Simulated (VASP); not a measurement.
```
CELL_PARAMETERS angstrom
     -0.00663     6.39799     6.42324
      6.39799    -0.00663     6.42324
      3.19568     3.19568     0.00000
ATOMIC_POSITIONS crystal
  Zn 0.00096 0.00096 0.99808
  Te 0.11488 0.11488 0.27025
  Te 0.11970 0.64151 0.23879
  Te 0.64151 0.11970 0.23879
  Te 0.62535 0.62535 0.24930
  Hg 0.00332 0.49643 0.00025
  Hg 0.49643 0.00332 0.00025
  Hg 0.49786 0.49786 0.00429
```

Method: PBEsol GGA, VASP's PBE PAW potentials (set 64) (plane waves; VASP). Numerical set-up: 400 eV cut-off, Gaussian smearing of 0.050 eV, potentials Zn Te Hg.

Unless said otherwise, spin-orbit coupling is left out, though it shifts the bands of the heavy elements here.

Estimate the band gap (along the path) with the smallest direct gap where there is one.

band gap (along the path): none (metal, semimetal or under 0.01 eV)

The structure was generated: Hg3ZnTe4 was put into an ordered model structure (Amm2), which need not be its known phase. It was relaxed first.
